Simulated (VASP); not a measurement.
F2GeBr2, 5 atoms in the cell. The cell holds a molecule in a box, 5 atoms: a = 12.000 Å, b = 13.000 Å, c = 12.000 Å, α = 90.00°, β = 90.00°, γ = 90.00°. 

| Quantity | Value |
| --- | --- |
| Program | VASP 6.6.1 |
| Task | electron localisation function |
| Functional | PBE |
| Potentials or basis | VASP PAW PBE potentials, release 64 (F, Ge_d, Br) |
| Cutoff | 520 eV |
| k mesh | 1 × 1 × 1 |
| Occupations | gaussian, width 0.01 eV |
| Spin | no spin polarisation |
| Further INCAR settings | ALGO = Normal; EDIFF = 1e-06 |

Potentials or basis: VASP PAW PBE potentials, release 64 (F, Ge_d, Br).

Launch:

```bash
$ cat potpaw_PBE.64/F/POTCAR potpaw_PBE.64/Ge_d/POTCAR potpaw_PBE.64/Br/POTCAR > POTCAR
$ mpirun -np 1 vasp_gam > vasp.out
```

Hardware: 1 thread of AMD EPYC 7R43 64-Core Processor (Zen 3), with other jobs on the host.

Q: Estimate the wall time of this run.

A: Run time: 3.1 min on 1 thread of AMD EPYC 7R43 64-Core Processor (Zen 3), with other jobs on the host, peak memory 1.3 GiB. Counts: scf iterations 23, k points 1.
